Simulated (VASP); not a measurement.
Output of a VASP run:

### OSZICAR
```
       N       E                     dE             d eps       ncg     rms          rms(c)
DAV:   1    -0.243586553042E+01   -0.24359E+01   -0.62500E+02  1260   0.189E+02
DAV:   2    -0.374820233018E+01   -0.13123E+01   -0.11906E+01  1445   0.226E+01
DAV:   3    -0.375720100240E+01   -0.89987E-02   -0.89870E-02  1325   0.209E+00
DAV:   4    -0.375721770369E+01   -0.16701E-04   -0.16701E-04  1425   0.884E-02
DAV:   5    -0.375721777908E+01   -0.75397E-07   -0.75024E-07  1395   0.435E-03    0.136E+00
DAV:   6    -0.374402375518E+01    0.13194E-01   -0.16324E-03  1260   0.278E-01    0.790E-01
DAV:   7    -0.373432608038E+01    0.96977E-02   -0.49717E-03  1225   0.455E-01    0.157E-01
DAV:   8    -0.373432214170E+01    0.39387E-05   -0.24910E-05  1300   0.523E-02    0.138E-02
DAV:   9    -0.373432022402E+01    0.19177E-05   -0.11412E-06  1195   0.704E-03    0.943E-04
DAV:  10    -0.373431990729E+01    0.31673E-06   -0.55130E-09   690   0.765E-04
   1 F= -.40712450E+01 E0= -.40713699E+01  d E =-.407124E+01
       N       E                     dE             d eps       ncg     rms          rms(c)
DAV:   1    -0.372417872139E+01    0.10142E-01   -0.14500E-01  1330   0.242E+00    0.320E-01
DAV:   2    -0.372357107753E+01    0.60764E-03   -0.88042E-04  1105   0.237E-01    0.117E-01
DAV:   3    -0.372315985892E+01    0.41122E-03   -0.11267E-04  1310   0.628E-02    0.408E-02
DAV:   4    -0.372312705216E+01    0.32807E-04   -0.13847E-05  1285   0.218E-02    0.238E-02
DAV:   5    -0.372312720160E+01   -0.14944E-06   -0.10664E-07   670   0.300E-03
   2 F= -.40797682E+01 E0= -.40797572E+01  d E =-.852321E-02
       N       E                     dE             d eps       ncg     rms          rms(c)
DAV:   1    -0.372648820586E+01   -0.33612E-02   -0.31134E-03  1320   0.353E-01    0.468E-02
DAV:   2    -0.372647375096E+01    0.14455E-04   -0.19089E-05  1095   0.351E-02    0.174E-02
DAV:   3    -0.372646344140E+01    0.10310E-04   -0.24974E-06  1270   0.932E-03    0.574E-03
DAV:   4    -0.372646236818E+01    0.10732E-05   -0.24768E-07   565   0.300E-03    0.291E-03
DAV:   5    -0.372646234246E+01    0.25712E-07   -0.18279E-08   540   0.120E-03
   3 F= -.40800580E+01 E0= -.40800750E+01  d E =-.881304E-02
```

OUTCAR:
```
------------------------ aborting loop because EDIFF is reached ----------------------------------------
 Edisp (eV)   -0.35360
  FORCE on cell =-STRESS in cart. coord.  units (eV):
  Direction    XX          YY          ZZ          XY          YZ          ZX
  --------------------------------------------------------------------------------------
  Total       0.00051     0.00051     0.00051    -0.00000    -0.00000     0.00000
  in kB       0.05176     0.05176     0.05176    -0.00000    -0.00000     0.00000
  external pressure =        0.05 kB  Pullay stress =        0.00 kB
  volume of cell :       15.72
      direct lattice vectors                 reciprocal lattice vectors
    -0.000000000  1.988459952  1.988459952    -0.251450878  0.251450878  0.251450878
     1.988459952  0.000000000  1.988459952     0.251450878 -0.251450878  0.251450878
     1.988459952  1.988459952 -0.000000000     0.251450878  0.251450878 -0.251450878
 POSITION                                       TOTAL-FORCE (eV/Angst)
 -----------------------------------------------------------------------------------
      0.00000      0.00000      0.00000        -0.000000     -0.000000     -0.000000
 -----------------------------------------------------------------------------------
    total drift:                               -0.000000      0.000000     -0.000000
  FREE ENERGIE OF THE ION-ELECTRON SYSTEM (eV)
  ---------------------------------------------------
  free  energy   TOTEN  =        -4.0800580027 eV

  energy  without entropy=       -4.0801091248  energy(sigma->0) =       -4.08007504

 reached required accuracy - stopping structural energy minimisation
```
(Selected blocks of OUTCAR.)

**POSCAR**
```
Al
1
    0.0000000000     2.0194650000     2.0194650000
    2.0194650000     0.0000000000     2.0194650000
    2.0194650000     2.0194650000     0.0000000000
Al
1
Direct
  0.0000000000   0.0000000000   0.0000000000
```

Question: Write an INCAR and KPOINTS that could have produced this output.

Answer: One answer among several that fit: the input of the run itself, PBE GGA with D3 dispersion (Becke-Johnson damping), plane waves, VASP's PBE PAW potentials (set 64).

### KPOINTS
```
Regular mesh
0
G
  14 14 14
0 0 0
```

**INCAR**
```
ALGO = Normal
EDIFF = 1E-6
EDIFFG = -0.01
ENCUT = 300
GGA = PE
IBRION = 2
ISIF = 3
ISMEAR = 1
IVDW = 12
LASPH = .TRUE.
LCHARG = .FALSE.
LREAL = .FALSE.
LWAVE = .FALSE.
NELM = 100
NSW = 50
PREC = Accurate
SIGMA = 0.1
SYSTEM = Al
```

POTCAR, in this order: Al (PBE.64 set). Program: vasp_std.

Energy and stress use the plane-wave basis of the starting cell.

The structure comes from a computed database's Al entry; how it stands against other phases isn't given here. This run relaxes it. Symmetry was kept, so distortions that lower it aren't found. The run is one of a series of settings (EDIFFG = -0.01, IBRION = 2, ISIF = 3, IVDW = 12, NSW = 50 against the base run), some of them coarse on purpose.
